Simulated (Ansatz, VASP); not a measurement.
# Ca3Zr in VASP and in Ansatz

```
Ca Zr
1.0
     5.12986    0.00000    0.00000
     0.00000    5.12986    0.00000
     0.00000    0.00000    5.12986
Ca Zr
3 1
Cartesian
  0.0000 2.5649 2.5649
  2.5649 0.0000 2.5649
  2.5649 2.5649 0.0000
  0.0000 0.0000 0.0000
```

Alike in both runs: functional PBE; k mesh 4 × 4 × 4; occupations gaussian, width 0.1 eV; no spin polarisation.

Ansatz relaxed the structure, and its values are those at the end. VASP's run is a single point on that final structure, the one shown.

|  | VASP | Ansatz |
| --- | --- | --- |
| version | VASP 6.6.1 | Ansatz 0.2.0 |
| potentials or method | VASP PAW PBE potentials, release 64 (Ca_sv, Zr_sv) | scalar-relativistic, plane waves, PAW |
| plane-wave cutoff (eV) | 520 | 420 |
| valence electrons in the cell | 42 | 42 |

```csv
,VASP,Ansatz,Ansatz less VASP
gap on the k mesh at the Fermi level (eV),none,none,-
pressure (GPa),0.4,0.4,-0.02
```

A gap of «none» marks a metal or a gap that the smearing closes. The functional is the same, so the differences come from potentials, cutoffs and numerics.
